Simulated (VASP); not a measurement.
Here is the system:

```yaml
crystal:
  lattice:
    - [0.00000, 1.96907, 1.96907]
    - [1.96907, 0.00000, 1.96907]
    - [1.96907, 1.96907, 0.00000]
  atoms:
    - { symbol: Pd, position: [0.00000, 0.00000, 0.00000] }
```

Method: PBE GGA, VASP's PBE PAW potentials (set 64) (plane waves; VASP). Numerical set-up: 400 eV cut-off, Gaussian smearing of 0.050 eV, potentials Pd.

Problem. Give the energies of bands 1 to 6 at the high-symmetry points, in eV from the Fermi level.

Solution. 
```json
[
 {"band": "1", "Γ": "-6.86", "X": "-5.08", "U": "-4.46", "L": "-5.01", "W": "-4.07"},
 {"band": "2", "Γ": "-2.67", "X": "-4.81", "U": "-3.91", "L": "-2.71", "W": "-3.18"},
 {"band": "3", "Γ": "-2.67", "X": "-0.03", "U": "-1.84", "L": "-2.71", "W": "-3.18"},
 {"band": "4", "Γ": "-2.67", "X": "0.29", "U": "-0.88", "L": "-0.01", "W": "-1.23"},
 {"band": "5", "Γ": "-1.14", "X": "0.29", "U": "-0.14", "L": "-0.01", "W": "0.29"},
 {"band": "6", "Γ": "-1.14", "X": "3.37", "U": "6.97", "L": "1.11", "W": "8.73"}
]
```

It has no gap at this level: it comes out as a metal or semimetal.

The compound is Pd in the fcc structure. It was relaxed first.
